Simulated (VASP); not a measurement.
The input files of a VASP run:

POSCAR:
```
BN
1
    1.2750000000    -2.2083650000     0.0000000000
    1.2750000000     2.2083650000     0.0000000000
    0.0000000000     0.0000000000     4.2200000000
B N
2 2
Direct
  0.6666670000   0.3333330000   0.5000000000
  0.3333330000   0.6666670000   0.0000000000
  0.6666670000   0.3333330000   0.8750000000
  0.3333330000   0.6666670000   0.3750000000
```

### INCAR
```
SYSTEM = BN
PREC = Accurate
ENCUT = 520
EDIFF = 1E-6
NELM = 100
ALGO = Normal
LREAL = .FALSE.
LASPH = .TRUE.
ISMEAR = 0
SIGMA = 0.05
GGA = PE
LWAVE = .FALSE.
LCHARG = .FALSE.
ISIF = 2
```

KPOINTS:
```
Automatic mesh
0
Gamma
8 8 4
0 0 0
```

POTCAR, in this order: B N (PBE.64 set). Program: vasp_gam.

What VASP printed:

File standard output:
```
 POSCAR found type information on POSCAR B N
 POSCAR found :  2 types and       4 ions
 Reading from existing POTCAR
 Reading from existing POTCAR
 LDA part: xc-table for (Slater+PW92), standard interpolation

 -----------------------------------------------------------------------------
|                                                                             |
|     EEEEEEE  RRRRRR   RRRRRR   OOOOOOO  RRRRRR      ###     ###     ###     |
|     E        R     R  R     R  O     O  R     R     ###     ###     ###     |
|     E        R     R  R     R  O     O  R     R     ###     ###     ###     |
|     EEEEE    RRRRRR   RRRRRR   O     O  RRRRRR       #       #       #      |
|     E        R   R    R   R    O     O  R   R                               |
|     E        R    R   R    R   O     O  R    R      ###     ###     ###     |
|     EEEEEEE  R     R  R     R  OOOOOOO  R     R     ###     ###     ###     |
|                                                                             |
|     You are using the Gamma-point-only version with more than one           |
|     k-point or some other non-Gamma k-point.                                |
|                                                                             |
|       ---->  I REFUSE TO CONTINUE WITH THIS SICK JOB ... BYE!!! <----       |
|                                                                             |
 -----------------------------------------------------------------------------
```

Problem. From input and log, find the fault in this run and mend it.

Solution. The cause: the Γ-only program was given a k-mesh. VASP stops with an error: You are using the Gamma-point-only version with more than one k-point or some other non-Gamma k-point. ----> I REFUSE TO CONTINUE WITH THIS SICK JOB ... BYE!!! <---- To mend it, run vasp_std.

The mended run (PBE GGA, plane waves, VASP's PBE PAW potentials (set 64)) converges, and its OSZICAR ends with
```
   1 F= -.34831482E+02 E0= -.34831482E+02  d E =-.120900E-12
```

The compound is BN in the wurtzite structure, a metastable high-pressure form. The cell was not relaxed at this level.
